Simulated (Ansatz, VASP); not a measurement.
## Na (Na(110)): VASP beside Ansatz

One calculation is typed for both programs; each brings its own data sets and cutoff. How far apart do they land?

Method: plane waves, with VASP 6.6.1 beside it; single point at PBEsol, in Ansatz 0.2.0.

### Step 1. Starting point

The cell holds 7 atoms: 7 Na. Its edges and angles: a = 4.169 Å, b = 3.610 Å, c = 32.686 Å, α = 90.0°, β = 90.0°, γ = 54.7°. It derives from Na. As first built, before any earlier steps moved the atoms (in the runner's words): 7 layers of bcc Na, cut at this functional's lattice. Vacuum lies along c.

Coordinates:

```cif
data_structure
_symmetry_space_group_name_H-M 'P 1'
_symmetry_Int_Tables_number 1
_cell_length_a 4.1686
_cell_length_b 3.6101
_cell_length_c 32.6859
_cell_angle_alpha 90.000
_cell_angle_beta 90.000
_cell_angle_gamma 54.736
_cell_volume 401.63
loop_
_atom_site_label
_atom_site_type_symbol
_atom_site_fract_x
_atom_site_fract_y
_atom_site_fract_z
_atom_site_occupancy
Na1 Na 0.00000 0.00000 0.22946 1
Na2 Na 0.50000 0.00000 0.31964 1
Na3 Na 0.00000 0.00000 0.40982 1
Na4 Na 0.50000 0.00000 0.50000 1
Na5 Na 0.00000 0.00000 0.59018 1
Na6 Na 0.50000 0.00000 0.68036 1
Na7 Na 0.00000 0.00000 0.77054 1
```

### Step 2. VASP: single point, PBEsol

With cell and atoms fixed, the geometry can't cause a difference; cores, projectors, grids and the points listed under the comparison can.

Lines of VASP's logs that name or quote its potential files are left out, and so is its time.

The input asks for a relaxation, which ended at its first step since no free force or stress exceeded the threshold; so it serves as a single point.

INCAR reads:

```
SYSTEM = Na
PREC = Normal
ENCUT = 320
EDIFF = 1E-05
NELM = 120
ISMEAR = 1
SIGMA = 0.15
LREAL = .FALSE.
ALGO = Fast
GGA = PS
NBANDS = 10
LORBIT = 11
LWAVE = .FALSE.
LCHARG = .FALSE.
KPAR = 4
IBRION = 2
NSW = 40
ISIF = 2
EDIFFG = -0.03
POTIM = 0.4
MAXMIX = 40
```

POSCAR reads:

```
Na
1.0
    4.1686154476      0.0000000000      0.0000000000
    2.0843077238      2.9476562512      0.0000000000
    0.0000000000      0.0000000000     32.6859375069
Na
7
Direct
    0.0000000000      0.0000000000      0.2294564700
    0.5000000000      1.0000000000      0.3196376500
    0.0000000000      0.0000000000      0.4098188200
    0.5000000000      1.0000000000      0.5000000000
    0.0000000000      0.0000000000      0.5901811800
    0.5000000000      1.0000000000      0.6803623500
    0.0000000000      0.0000000000      0.7705435300
```

KPOINTS reads:

```
Automatic mesh
0
Gamma
10 10 1
0 0 0
```

The projector-augmented-wave data sets are Na (PBE family, release 64).

Launch:

```sh
mpirun -np 4 vasp_std
```

Numbers of over 12 decimals in the logs are rounded to 6 here.

The program printed:

```text
[banner, memory and clock lines left out]
running    4 mpi-ranks, on    1 nodes
 distrk:  each k-point on    1 cores,    4 groups
 distr:  one band on    1 cores,    1 groups

 POSCAR found type information on POSCAR Na
 POSCAR found :  1 types and       7 ions
|                                                                             |
|               ----> ADVICE to this user running VASP <----                  |
|                                                                             |
|     You enforced a specific xc type in the INCAR file but a different       |
|     [... a line on the potential file left out ...]
|     I HOPE YOU KNOW WHAT YOU ARE DOING!                                     |
|                                                                             |

 LDA part: xc-table for (Slater+PW92), standard interpolation
 POSCAR, INCAR and KPOINTS ok, starting setup
 FFT: planning ... GRIDC
 FFT: planning ... GRID_SOFT
 FFT: planning ... GRID
 WAVECAR not read
 entering main loop
       N       E                     dE             d eps       ncg     rms          rms(c)
DAV:   1    -0.268385074838E+01   -0.26839E+01   -0.11684E+03   620   0.257E+02
DAV:   2    -0.936246038850E+01   -0.66786E+01   -0.63761E+01   852   0.344E+01
DAV:   3    -0.964220394414E+01   -0.27974E+00   -0.26004E+00   828   0.723E+00
DAV:   4    -0.965232166522E+01   -0.10118E-01   -0.10106E-01   962   0.140E+00
DAV:   5    -0.965253728431E+01   -0.21562E-03   -0.21561E-03   870   0.222E-01    0.896E-01
RMM:   6    -0.973507335726E+01   -0.82536E-01   -0.12601E-01   620   0.534E-01    0.109E+00
RMM:   7    -0.943007273961E+01    0.30500E+00   -0.10862E-02   620   0.311E-01    0.426E-01
RMM:   8    -0.940076665501E+01    0.29306E-01   -0.25549E-02   620   0.359E-01    0.185E-01
RMM:   9    -0.940099323153E+01   -0.22658E-03   -0.46200E-03   620   0.261E-01    0.867E-02
RMM:  10    -0.939840714363E+01    0.25861E-02   -0.20605E-03   629   0.166E-01    0.385E-02
RMM:  11    -0.939949058861E+01   -0.10834E-02   -0.11765E-03   620   0.121E-01    0.170E-02
RMM:  12    -0.939954242471E+01   -0.51836E-04   -0.27590E-04   631   0.674E-02    0.109E-02
RMM:  13    -0.939947555512E+01    0.66870E-04   -0.24349E-04   610   0.540E-02    0.692E-03
RMM:  14    -0.939952966321E+01   -0.54108E-04   -0.57619E-05   582   0.323E-02    0.428E-03
RMM:  15    -0.939959323391E+01   -0.63571E-04   -0.20975E-05   528   0.210E-02    0.358E-03
RMM:  16    -0.939966310333E+01   -0.69869E-04   -0.16642E-05   518   0.167E-02    0.198E-03
RMM:  17    -0.939967812762E+01   -0.15024E-04   -0.37598E-06   446   0.106E-02    0.785E-04
RMM:  18    -0.939969027136E+01   -0.12144E-04   -0.14729E-06   417   0.725E-03    0.374E-04
RMM:  19    -0.939969159330E+01   -0.13219E-05   -0.60014E-07   362   0.519E-03
   1 F= -.93996916E+01 E0= -.93984056E+01  d E =-.939969E+01
 curvature:   0.00 expect dE= 0.000E+00 dE for cont linesearch  0.000E+00
 trial: gam= 0.00000 g(F)=  0.384E-04 g(S)=  0.000E+00 ort = 0.000E+00 (trialstep = 0.100E+01)
 search vector abs. value=  0.384E-04
 reached required accuracy - stopping structural energy minimisation
```

Parts of OUTCAR (step 2):

```text
ion  position               nearest neighbor table
   1  0.000  0.000  0.229-   2 3.61   2 3.61   2 4.17   2 4.17
   2  0.500  0.000  0.320-   3 3.61   3 3.61   1 3.61   1 3.61   3 4.17   3 4.17   1 4.17   1 4.17

  LATTYP: Found a base centered orthorhombic cell.
 ALAT       =     4.1686154476
 B/A-ratio  =     1.4142135624
 C/A-ratio  =     7.8409577275

 Subroutine GETGRP returns: Found  8 space group operations
 (whereof  8 operations were pure point group operations)

The static configuration has the point symmetry D_2h.

 Found     31 irreducible k-points:

   k-points           NKPTS =     31   k-points in BZ     NKDIM =     31   number of bands    NBANDS=     10

   dimension x,y,z NGX =    18 NGY =   16 NGZ =  144
   dimension x,y,z NGXF=    36 NGYF=   32 NGZF=  288

   ENCUT  =  320.0 eV  23.52 Ry    4.85 a.u.   6.08  5.27 47.68*2*pi/ulx,y,z

   NELECT =       7.0000    total number of electrons

 k-points in reciprocal lattice and weights: Automatic mesh
   0.00000000  0.00000000  0.00000000       0.010
   0.10000000  0.00000000  0.00000000       0.040
   0.20000000  0.00000000  0.00000000       0.040
   0.30000000  0.00000000  0.00000000       0.040
   0.40000000  0.00000000  0.00000000       0.040
   0.50000000  0.00000000  0.00000000       0.020
   0.00000000  0.10000000  0.00000000       0.020
   0.20000000  0.10000000  0.00000000       0.020
   0.30000000  0.10000000  0.00000000       0.040
[...]
-0.10000000  0.40000000  0.00000000       0.040
   0.00000000  0.50000000  0.00000000       0.010

 average (electrostatic) potential at core
       1 -44.9878       2 -44.7605       3 -44.7162       4 -44.7407       5 -44.7162
       6 -44.7605       7 -44.9878

 E-fermi :  -0.5908

 k-point     1 :       0.0000    0.0000    0.0000
  band No.  band energies     occupation
    ...
      3      -3.2769      2.00000
      4      -2.7673      2.00000
      5      -2.1333      2.00000
      6      -1.3833      2.00000
      7      -0.5674      0.73990
      8       0.1056     -0.00000
      9       1.2024     -0.00000
     10       1.9112     -0.00000

 k-point     2 :       0.1000    0.0000    0.0000
  band No.  band energies     occupation
    ...
      2      -3.4988      2.00000
      3      -3.1448      2.00000
      4      -2.6360      2.00000
      5      -2.0030      2.00000
      6      -1.2544      2.00000
      7      -0.4404     -0.05075
      8       0.2273     -0.00000
      9       1.3286     -0.00000
     10       2.0361     -0.00000

 k-point     3 :       0.2000    0.0000    0.0000
  band No.  band energies     occupation
    ...
      2      -3.1023      2.00000
      3      -2.7500      2.00000
      4      -2.2437      2.00000
      5      -1.6139      2.00000
      6      -0.8696      2.02455
      7      -0.0617     -0.00001
      8       0.5926     -0.00000
      9       1.6954     -0.00000
     10       2.4001     -0.00000

  Total       -0.2427838      0.1468698     -0.2804430     -0.0000000      0.0000000      0.0000000
  in kB       -0.9685023      0.5858866     -1.1187309     -0.0000000      0.0000000      0.0000000
  external PRESSURE =      -0.5004489 kB  Pullay stress =       0.0000000 kB

  energy-cutoff  :      320.00
  volume of cell :      401.63
      direct lattice vectors                 reciprocal lattice vectors
     4.168615448  0.000000000  0.000000000     0.239887803 -0.169626292  0.000000000
     2.084307724  2.947656251  0.000000000     0.000000000  0.339252584  0.000000000
     0.000000000  0.000000000 32.685937507     0.000000000  0.000000000  0.030594197

 POSITION                                       TOTAL-FORCE (eV/Angst)
 -----------------------------------------------------------------------------------
      0.00000      0.00000      7.50000        -0.000000      0.000000      0.021157
      2.08431      0.00000     10.44766        -0.000000      0.000000     -0.005682
      0.00000      0.00000     13.39531         0.000000     -0.000000     -0.004253
      2.08431      0.00000     16.34297         0.000000      0.000000      0.000000
      0.00000      0.00000     19.29063         0.000000      0.000000      0.004253
      2.08431      0.00000     22.23828        -0.000000      0.000000      0.005682
      0.00000      0.00000     25.18594         0.000000     -0.000000     -0.021157
 -----------------------------------------------------------------------------------
    total drift:                                0.000000      0.000000     -0.000000

  FREE ENERGIE OF THE ION-ELECTRON SYSTEM (eV)
  ---------------------------------------------------
  free  energy   TOTEN  =        -9.3996915933 eV

  energy  without entropy=       -9.3958334675  energy(sigma->0) =       -9.39840555

 reached required accuracy - stopping structural energy minimisation

 total charge
# of ion       s       p       d       tot
------------------------------------------
    1        0.100   0.020   0.000   0.120
    2        0.095   0.026   0.000   0.121
    3        0.095   0.026   0.000   0.122
    4        0.095   0.026   0.000   0.121
    5        0.095   0.026   0.000   0.122
    6        0.095   0.026   0.000   0.121
    7        0.100   0.020   0.000   0.120
--------------------------------------------------
tot          0.676   0.170   0.000   0.846

[... 3 further parts left out ...]
```

CONTCAR:

```
Na
   1.00000000000000
     4.1686154475999997    0.0000000000000000    0.0000000000000000
     2.0843077237999998    2.9476562512000002    0.0000000000000000
     0.0000000000000000    0.0000000000000000   32.6859375068999967
  Na
     7
Direct
     0.0000000000000000    0.0000000000000000    0.2294564700000024
     0.5000000000000000    0.0000000000000000    0.3196376499999971
     0.0000000000000000    0.0000000000000000    0.4098188199999981
     0.5000000000000000    0.0000000000000000    0.5000000000000000
     0.0000000000000000    0.0000000000000000    0.5901811800000019
     0.5000000000000000    0.0000000000000000    0.6803623500000029
     0.0000000000000000    0.0000000000000000    0.7705435299999976
```

This run has no spin polarisation. Its electron count is odd, so without a moment it is a metal by construction. The PAW data sets were made with PBE, which is usual practice but a small mismatch for other functionals. The data set Na keeps the semicore shell frozen, which is cheaper and a little less accurate. The run keeps the 8 symmetry operations of its start, so it cannot find a distortion of lower symmetry.

### Step 3. Ansatz: single point, PBEsol

Ansatz runs on its default PAW (the set named soft_2) files.

The same cell, functional, mesh and smearing now go to Ansatz, which takes its cutoff from its data sets.

input.yaml reads:

```yaml
crystal:
  lattice:
    - [4.16861545, 0.0, 0.0]
    - [2.08430772, 2.94765625, 0.0]
    - [0.0, 0.0, 32.68593751]
  atoms:
    - { symbol: Na, position: [0.0, 0.0, 0.22945647] }
    - { symbol: Na, position: [0.5, 0.0, 0.31963765] }
    - { symbol: Na, position: [0.0, 0.0, 0.40981882] }
    - { symbol: Na, position: [0.5, 0.0, 0.5] }
    - { symbol: Na, position: [0.0, 0.0, 0.59018118] }
    - { symbol: Na, position: [0.5, 0.0, 0.68036235] }
    - { symbol: Na, position: [0.0, 0.0, 0.77054353] }
hamiltonian:
  xc: pbesol
  pseudopotentials: { kind: paw }
kpoints:
  mp_grid: { grid: [10, 10, 1] }
scf:
  occupations: { method: methfessel_paxton, width: 0.15 }
  n_extra_bands: 5
output:
  forces: true
  eigenvalues: true
  write_density: true
  write_potential: true
  elf: true
  volumetric_format: npy
```

Launch:

```sh
ansatz run input.yaml --threads 4 --pin off --max-ram 9216MiB --backend cpu --events-out ev --progress --plain --runs-dir out
```

The program printed:

```text
scf.n_extra_bands = 5 over 32 filled bands (N_el = 63.0): the run solves 37 bands
Engine: ansatz 0.2.0, x86_64-unknown-linux-gnu
Pseudopotentials: kind: paw
Pseudopotential: Na, paw, valence charge 9, recommended cutoff 420 eV (normal), Na.paw.azcp
Functional definition: PBEsol
  exchange = pbesol_x
  correlation = pbesol_c
Crystal: 7 atoms, lattice volume = 401.633 Å³
Basis set: ecut = 420 eV, 7719 PW (Γ), exchange–correlation on 60×50×450 points (8 copies of the dense FFT grid, shifted against one another)
Bands: 37, of which v1, the nominal top of the filled ones, is band 32 counted from 1 (31 counted from 0)
Symmetry: 8 space group operations
Space group: Cmmm (ITA 65), of the structure as read, at distance tolerance 7.4e-5 Å
k-points: 31 of 100
Non-local potential: Na, projectors of the file, l = 0: 3, l = 1: 2, l = 2: 1
PAW form: soft (Blöchl's): semilocal exchange-correlation on the pseudo side does not see the compensation charge
PAW frozen core: Na, regenerated for the run's functional, and the local potential with it (the file was generated under x = pbe(κ = 0.804, μ = 0.219515), c = pbe(β = 0.066725))
PAW one-centre angular grid: Na, 110 points (default); XC on 64 Gauss nodes
Initial density: superposition of atomic densities (neutral atoms: chi_scale 0, normalization atom), corrected by the library's trained network
Initial wavefunctions: pseudopotential atomic-orbital guess
Functional: x = pbesol(κ = 0.804, μ = 0.123457), c = pbesol(β = 0.046)
SCF iter   1: F=—  HF=-10330.798889 eV  |F-HF|=—  |Δ(HF+E_count)|=         —  Δρ=2.75e-3  dr2=2.22e0  ethr=1.77e-3  ⟨swp⟩=8.3  Hψ=5185  notcnv=0
preconditioner: auto → LDOS  [insulator: Δε(μ)=0.100 eV  Ē_g=2.715 eV  σ=0.150 eV  W_gap=0.52  n_scr=56 (ndim 8)  ℏωp=4.9 eV  f_vac=0.345  D(μ)=3.31/eV (n_scr^D=12)  ε∞_Penn≈4.3  β→1.0]
SCF iter   2: F=—  HF=-10330.719861 eV  |F-HF|=—  |Δ(HF+E_count)|=   7.90e-2  S|Δr|=    0.00e0  Δρ=1.29e-3  dr2=4.12e-2  ethr=1.77e-3  ⟨swp⟩=1.1  Hψ=1398  notcnv=0  defer=1
SCF iter   3: F=—  HF=-10330.716465 eV  |F-HF|=—  |Δ(HF+E_count)|=   3.40e-3  S|Δr|=    0.00e0  Δρ=5.53e-4  dr2=3.21e-3  ethr=6.53e-5  ⟨swp⟩=2.0  Hψ=2033  notcnv=0  defer=1
SCF iter   4: F=—  HF=-10330.715944 eV  |F-HF|=—  |Δ(HF+E_count)|=   5.21e-4  S|Δr|=    0.00e0  Δρ=1.66e-4  dr2=2.76e-4  ethr=5.10e-6  ⟨swp⟩=3.0  Hψ=2455  notcnv=0  defer=1
SCF iter   5: F=—  HF=-10330.715889 eV  |F-HF|=—  |Δ(HF+E_count)|=   5.52e-5  S|Δr|=    0.00e0  Δρ=1.96e-5  dr2=1.77e-5  ethr=4.39e-7  ⟨swp⟩=3.0  Hψ=2134  notcnv=0  defer=1
SCF iter   6: F=—  HF=-10330.715890 eV  |F-HF|=—  |Δ(HF+E_count)|=   1.03e-6  S|Δr|=    0.00e0  Δρ=4.98e-6  dr2=4.03e-7  ethr=2.81e-8  ⟨swp⟩=1.9  Hψ=1211  notcnv=0  defer=1
SCF iter   7: F=-10330.715890 eV  HF=-10330.715890 eV  |F-HF|=4.71e-8  |Δ(HF+E_count)|=   2.12e-8  S|Δr|=    0.00e0  Δρ=1.44e-6  dr2=6.76e-8  ethr=1.59e-10  ⟨swp⟩=13.5  Hψ=8097  notcnv=0
SCF 1 converged in 7 iterations: F = -10330.715890 eV  dr2 = 6.76e-8
  greatest PAW one-centre occupation: 0.999 electrons in one spin orbital (limit 2), on the Na atom at site 6 (counted from 0), in its partial waves of l = 0
WARN: The output density's exchange-correlation potential varies sharply where the density is thin. Do not read a vacuum level from v_tot or v_xc, or from such a field of the output density. On a cell that repeats whose density bears no net charge and no dipole along the vacuum's axis use v_es (v_loc + v_h of the components); under efield.dipole_correction with no amplitude use v_es + v_field, which holds any externa [...]
SCF converged after 7 iterations
Stability not checked: this state was not tested for a lower state beside it, because cold or Methfessel-Paxton smearing, or corrected tetrahedra, fill the levels in a way that the test cannot read (fill_not_monotonic; see scf.lower_state_search)
Free energy (F): -10330.715890 eV
Harris-Foulkes:  -10330.715890 eV  (|F-HF|=4.71e-8)
Internal energy: -10330.712036 eV  (E = F + TS)
E sigma→0 (E₀):  -10330.714927 eV
Entropy (-TS):   -0.003854 eV (-0.551 meV/atom)
Fermi energy:    0.163597 eV
--- Per-component energies (eV) ---
  E_band       = -1781.435910
  E_kinetic    = 841.083887
  E_local      = -32355.175588  (includes V_loc(G=0)·N_el)
  E_nonlocal   = 811.032801
  E_hartree    = 14767.663875
  E_xc         = -263.152942
  E_vxc        = -340.129151  (∫ρ·V_xc dr)
  E_paw        = -1774.194639  (= ΣΔE_a)
  E_vpaw       = -273.557432  (= ΣTr[D̂ρ^β])
  E_aug_tail   = -0.000194  (compensation charges beyond the density's cutoff)
  E_ewald      = 7641.647908
  E_core_change = 0.382856  (= ΣΔE_core)
  E_smearing   = -0.003854  (= −TS)
  E_closure    = -0.000000  (closes the sum)
  Σ components = -10330.715890   (vs F -10330.715890, Δ=0.00e0)
--- Forces (eV/Å), atoms counted from 1 ---
  atom   1  Na     0.00000000     0.00000000     0.01998843
  atom   2  Na     0.00000000     0.00000000    -0.00531823
  atom   3  Na     0.00000000     0.00000000    -0.00427664
  atom   4  Na     0.00000000     0.00000000     0.00000000
  atom   5  Na     0.00000000     0.00000000     0.00427664
  atom   6  Na     0.00000000     0.00000000     0.00531823
  atom   7  Na     0.00000000     0.00000000    -0.01998843
  max |Σ_I F_I| component: 0.00e0 eV/Å
--- Band table (eV; the first three rows and the last of 31) ---
  k-point 0: bands = [... 28 lower, -3.0797, -2.8771, -2.5213, -2.0105, -1.3758, -0.6263, 0.1881, 0.8603, ... 1 higher]
  k-point 1: bands = [... 28 lower, -2.9013, -2.6994, -2.3447, -1.8353, -1.2021, -0.4546, 0.3574, 1.0221, ... 1 higher]
  k-point 2: bands = [... 28 lower, -2.3701, -2.1701, -1.8184, -1.3130, -0.6846, 0.0574, 0.8625, 1.5079, ... 1 higher]
  k-point 30: bands = [... 28 lower, -0.8511, -0.6564, -0.3140, 0.1776, 0.7842, 1.4838, 2.1421, 2.5984, ... 1 higher]
```

Elapsed: 5 s, on 4 threads of Intel Xeon Platinum 8375C at 2.90GHz (Ice Lake), shared host; peak memory 0.96 GiB; 19 s of CPU time.

In the SCF lines HF is the Harris–Foulkes energy and dr2 the Hartree energy of the density residual, in eV; the loop may stop once dr2 is under the threshold and the program's other checks hold. Hψ counts applications of the Hamiltonian.

### Step 4. Comparison

Known differences besides the potentials themselves: the data sets hold 63 valence electrons in Ansatz (default PAW (the set named soft_2) files) and 7 in VASP; the cutoff is 420 eV in Ansatz and 320 eV in VASP (PREC = Normal); Ansatz makes its cores anew for this functional, VASP keeps those of its PBE data sets; VASP leaves aspherical gradient terms in its spheres out (LASPH is not set), Ansatz keeps them. Total energies have different zeros and are not compared.

### Step 5. What came out

```json
{
  "r.m.s. force difference (single point, PBEsol)": "0.38 meV/Å"
}
```

In words: The r.m.s. force difference is 0.38 meV/Å (single point, PBEsol), within the 12 meV/Å picked in this series as the mark of a large difference. How closely two codes agree says nothing of how well the functional describes the real material.

[Lines on the potential files, build, host, timing and source positions are cut from VASP's logs without a mark.]

[Logs are printed without paths, hosts, clocks, repeated set-up lines and the standing remarks that a program may print on its own settings, such as how far it seeks lower states.]

[Hosts, paths, dates, database ids (printed as entryN), source tags and the programs' standing remarks are cut or masked in the printed files.]
